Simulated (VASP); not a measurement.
Input of a VASP 6.6.1 run:

File POSCAR:

```
V
1.0
   -1.4796800000      1.4796800000      1.4796800000
    1.4796800000     -1.4796800000      1.4796800000
    1.4796800000      1.4796800000     -1.4796800000
V
1
Direct
    1.0000000000      0.0000000000      1.0000000000
```

Contents of INCAR.step1:

```
PREC = Accurate ; ENCUT = 520
EDIFF = 1E-5 ; ISMEAR = 0
SIGMA = 0.1 ; LREAL = False
LASPH = True ; NELM = 100
ALGO = Normal ; ISIF = 2
LWAVE = True ; NBANDS = 12
GGA = PE
```

Contents of INCAR.step2:

```
PREC = Accurate ; ENCUT = 520
EDIFF = 1E-7 ; ISMEAR = 0
SIGMA = 0.1 ; LREAL = False
LASPH = True ; NELM = 100
ALGO = Normal ; ISIF = 2
LWAVE = False ; LCHARG = True
GGA = PE ; LHFCALC = True
AEXX = 0.25 ; PRECFOCK = Fast
HFRCUT = -1 ; LELF = True
LVHAR = True ; NBANDS = 12
ISTART = 1
```

The input KPOINTS:

```
regular mesh
0
Gamma
  10 10 10
```

Potentials or basis: VASP PAW PBE potentials, release 64 (V_sv).

The run is started by

```bash
$ cat potpaw_PBE.64/V_sv/POTCAR > POTCAR
$ cp INCAR.step1 INCAR
$ mpirun -np 1 vasp_std > vasp.out
$ cp INCAR.step2 INCAR
$ mpirun -np 1 vasp_std > vasp.out
```

Problem. What does it give for the band gap on the k mesh?

Solution. None (metal or under the smearing width).

Problem. Estimate the pressure.

Solution. 2.1 GPa.

Caveat: the PAW data sets were made with another functional, which shifts forces and pressure a little.
